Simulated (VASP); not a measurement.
Given:

```
CELL_PARAMETERS angstrom
      0.00000     3.16200     3.16200
      3.16200     0.00000     3.16200
      3.16200     3.16200     0.00000
ATOMIC_POSITIONS crystal
  Ba 0.00000 0.00000 0.00000
  F  0.25000 0.25000 0.25000
  F  0.75000 0.75000 0.75000
```

Method: PBE GGA, VASP's PBE PAW potentials (set 64) (plane waves; VASP). Run with 520 eV cut-off, 3×3×3 Monkhorst-Pack mesh, Gaussian smearing of 0.050 eV, potentials Ba_sv F.

Gaps are read on the run's mesh, which can miss a band edge. Unless said otherwise, spin-orbit coupling is left out, though it shifts the bands of the heavy elements here.

Problem. Predict the energy per atom (σ→0), pressure, band gap (on the k-mesh) with the smallest direct gap where there is one.

Solution. 
The band gap (on the k-mesh) is 6.55 eV and the smallest direct gap (on the k-mesh) comes out as 6.55 eV. The energy per atom (σ→0) comes out as -5709 meV/atom and the pressure is -1.00 GPa.

The absolute energy has meaning only against runs of the same code, potentials and settings.

The compound is BaF2 in the fluorite structure. The cell was not relaxed at this level. The k-mesh is coarse (spacing up to 0.57 per Å, 2π included), so the numbers may not be converged in it. The run is one of a series of settings (KPOINTS 3×3×3 Monkhorst-Pack mesh against the base run), some of them coarse on purpose.
